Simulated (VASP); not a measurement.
Given:

```
CELL_PARAMETERS angstrom
     10.12538     0.00000     0.00000
      0.00000    10.12538     0.00000
      0.00000     0.00000    10.12538
ATOMIC_POSITIONS crystal
  Hf 0.50022 0.00056 0.00028
  Hf 0.75016 0.25017 0.99950
  Hf 0.75022 0.00006 0.24915
  Hf 0.99911 0.00016 0.00101
  Hf 0.25022 0.25041 0.00121
  Hf 0.49819 0.50038 0.99766
  Hf 0.74953 0.75054 0.99991
  Hf 0.25024 0.00168 0.25104
  Hf 0.50099 0.25210 0.25329
  Hf 0.74752 0.50015 0.25203
  Hf 0.50004 0.00001 0.49944
  Hf 0.74742 0.25248 0.49886
  Hf 0.74965 0.00135 0.74918
  Hf 0.00034 0.49946 0.00027
  Hf 0.25068 0.74923 0.99994
  Hf 0.99984 0.25062 0.25019
  Hf 0.25257 0.50062 0.25278
  Hf 0.49867 0.74830 0.25281
  Hf 0.99903 0.00036 0.50047
  Hf 0.25296 0.25251 0.50049
  Hf 0.74715 0.74707 0.49978
  Hf 0.24999 0.00041 0.75040
  Hf 0.49903 0.25288 0.74696
  Hf 0.74749 0.49989 0.74791
  Hf 0.99932 0.75007 0.25080
  Hf 0.00065 0.49901 0.49884
  Hf 0.25261 0.74690 0.49953
  Hf 0.99862 0.24931 0.75018
  Hf 0.25202 0.49920 0.74828
  Hf 0.50051 0.74726 0.74774
  Hf 0.99894 0.74960 0.74937
  O  0.62360 0.12500 0.12327
  O  0.87415 0.37508 0.37202
  O  0.87682 0.37525 0.12223
  O  0.12572 0.62495 0.37245
  O  0.87618 0.12484 0.37690
  O  0.12792 0.37440 0.62830
  O  0.12360 0.12620 0.12364
  O  0.37044 0.37037 0.36904
  O  0.37798 0.37541 0.12152
  O  0.62942 0.62838 0.37025
  O  0.62333 0.62496 0.12266
  O  0.87290 0.87469 0.37269
  O  0.87526 0.87492 0.12331
  O  0.12693 0.12580 0.37328
  O  0.37667 0.12252 0.37703
  O  0.63093 0.37059 0.62996
  O  0.62702 0.37229 0.37355
  O  0.87441 0.62506 0.62732
  O  0.87741 0.62509 0.37764
  O  0.12682 0.87500 0.62749
  O  0.62384 0.12310 0.62285
  O  0.87256 0.37473 0.87199
  O  0.87803 0.37530 0.62190
  O  0.12687 0.62459 0.87179
  O  0.87546 0.12612 0.87646
  O  0.12752 0.37500 0.12778
  O  0.12340 0.62510 0.12251
  O  0.37367 0.87409 0.37175
  O  0.37650 0.87524 0.12216
  O  0.62640 0.12466 0.37338
  O  0.12255 0.37485 0.37816
  O  0.37198 0.62786 0.62898
  O  0.37326 0.62675 0.37340
  O  0.62656 0.87456 0.62763
  O  0.62372 0.87604 0.37746
  O  0.87321 0.12598 0.62717
  O  0.12299 0.12492 0.62305
  O  0.37233 0.37390 0.87164
  O  0.37576 0.37427 0.62397
  O  0.62678 0.62534 0.87472
  O  0.62756 0.62709 0.62719
  O  0.87285 0.87510 0.87239
  O  0.87638 0.87539 0.62267
  O  0.12615 0.12546 0.87298
  O  0.37658 0.12457 0.87722
  O  0.62751 0.37503 0.12659
  O  0.62263 0.37536 0.87793
  O  0.87281 0.62526 0.12778
  O  0.87623 0.62495 0.87723
  O  0.12616 0.87534 0.12795
  O  0.12337 0.87505 0.37774
  O  0.37316 0.12710 0.62746
  O  0.12321 0.62571 0.62262
  O  0.37361 0.87510 0.87200
  O  0.37614 0.87616 0.62266
  O  0.62631 0.12611 0.87263
  O  0.12261 0.37524 0.87753
  O  0.37347 0.62548 0.12603
  O  0.37672 0.62527 0.87704
  O  0.62628 0.87479 0.12796
  O  0.62354 0.87518 0.87739
  O  0.87255 0.12565 0.12735
  O  0.12362 0.87458 0.87709
  O  0.37339 0.12603 0.12724
  Ti 0.49518 0.50127 0.50391
```
Cell charge -2.

All values below come from PBE GGA, VASP's PBE PAW potentials (set 64) (plane waves; VASP). Numerical set-up: PREC = Normal, LREAL = Auto, ISYM = 0, NELECT = 514.0, EDIFF = 1E-5, 400 eV cut-off, 1×1×1 Γ-centred mesh, Gaussian smearing of 0.050 eV, potentials Hf O Ti.

The cell is charged, with a uniform compensating background. The supercell is sampled at Γ alone, which is coarse: total energies, pressure and levels can be off, energies of defects by several tenths of an eV.

The ions are relaxed. Predict the relaxed structure.

```
CELL_PARAMETERS angstrom
     10.12538     0.00000     0.00000
      0.00000    10.12538     0.00000
      0.00000     0.00000    10.12538
ATOMIC_POSITIONS crystal
  Hf 0.49997 0.00002 0.00006
  Hf 0.75005 0.24916 0.00022
  Hf 0.74891 0.99901 0.25126
  Hf 0.99996 0.00004 0.00005
  Hf 0.25046 0.24924 0.99860
  Hf 0.50005 0.50006 0.99997
  Hf 0.74970 0.75087 0.99989
  Hf 0.25127 0.00113 0.25122
  Hf 0.50037 0.25249 0.25111
  Hf 0.74840 0.50190 0.25091
  Hf 0.49993 0.00002 0.50003
  Hf 0.74842 0.25259 0.49902
  Hf 0.74885 0.00111 0.74869
  Hf 0.00002 0.49997 0.99995
  Hf 0.24978 0.75109 0.00138
  Hf 0.99933 0.24947 0.24995
  Hf 0.25082 0.49815 0.25097
  Hf 0.49922 0.74738 0.25222
  Hf 0.99992 0.00003 0.50002
  Hf 0.25223 0.25297 0.50003
  Hf 0.74774 0.74735 0.50082
  Hf 0.25126 0.99890 0.74871
  Hf 0.49981 0.25288 0.74749
  Hf 0.74837 0.49797 0.74933
  Hf 0.00060 0.75081 0.25084
  Hf 0.99998 0.50004 0.49998
  Hf 0.25155 0.74744 0.50020
  Hf 0.00121 0.24912 0.74905
  Hf 0.25071 0.50228 0.74936
  Hf 0.49999 0.74760 0.74889
  Hf 0.99832 0.75074 0.75000
  O  0.60922 0.12922 0.10862
  O  0.85791 0.37174 0.35828
  O  0.89023 0.37063 0.10821
  O  0.14203 0.62837 0.35905
  O  0.88992 0.12911 0.39167
  O  0.14246 0.37182 0.64104
  O  0.10914 0.13014 0.10765
  O  0.35527 0.36464 0.35410
  O  0.38973 0.37140 0.10676
  O  0.64453 0.63534 0.35489
  O  0.60999 0.62866 0.10747
  O  0.86040 0.87152 0.35844
  O  0.89092 0.87013 0.10822
  O  0.13952 0.12871 0.35789
  O  0.38942 0.12534 0.39036
  O  0.64493 0.36474 0.64481
  O  0.60577 0.37083 0.39441
  O  0.85740 0.62838 0.64168
  O  0.89181 0.62895 0.39137
  O  0.13907 0.87155 0.64210
  O  0.61085 0.12543 0.60898
  O  0.86036 0.37216 0.85853
  O  0.89217 0.37108 0.60862
  O  0.13932 0.62799 0.85932
  O  0.89119 0.12995 0.89164
  O  0.13975 0.37231 0.14078
  O  0.10947 0.62943 0.10885
  O  0.35959 0.86997 0.35893
  O  0.39073 0.87107 0.10932
  O  0.64021 0.13016 0.35820
  O  0.10801 0.37133 0.39081
  O  0.35469 0.63584 0.64606
  O  0.39415 0.62931 0.39555
  O  0.63986 0.87001 0.64173
  O  0.61058 0.87469 0.39088
  O  0.86067 0.12845 0.64150
  O  0.11034 0.12926 0.60760
  O  0.36006 0.37186 0.85661
  O  0.39459 0.37101 0.60449
  O  0.63976 0.62840 0.85740
  O  0.60518 0.62936 0.60536
  O  0.85900 0.87251 0.85852
  O  0.88955 0.87097 0.60818
  O  0.14093 0.12764 0.85786
  O  0.39113 0.12927 0.89078
  O  0.63999 0.37180 0.14237
  O  0.61031 0.37165 0.89233
  O  0.86001 0.62800 0.14146
  O  0.88996 0.62942 0.89184
  O  0.14050 0.87260 0.14210
  O  0.11011 0.87092 0.39220
  O  0.35980 0.13028 0.64127
  O  0.10759 0.62888 0.60931
  O  0.35918 0.87155 0.85970
  O  0.38907 0.87502 0.60972
  O  0.64081 0.12885 0.85889
  O  0.10977 0.37075 0.89125
  O  0.35967 0.62853 0.14338
  O  0.38944 0.62880 0.89338
  O  0.64050 0.87143 0.14105
  O  0.60907 0.87095 0.89130
  O  0.85934 0.12750 0.14149
  O  0.10887 0.87010 0.89219
  O  0.35935 0.12867 0.14050
  Ti 0.50046 0.50004 0.49968
```
Cell charge -2.

How much energy does the relaxation gain?

The energy (σ→0) changes by -32.4 meV/atom, in 89 ionic steps.

The cell is a supercell with a defect, built from HfO2 (fluorite, the high-temperature cubic form, which is unstable at 0 K; the monoclinic form is the stable one): Ti_Hf, charge -2. The run is not spin-polarised, so no state with unpaired spins was tried.
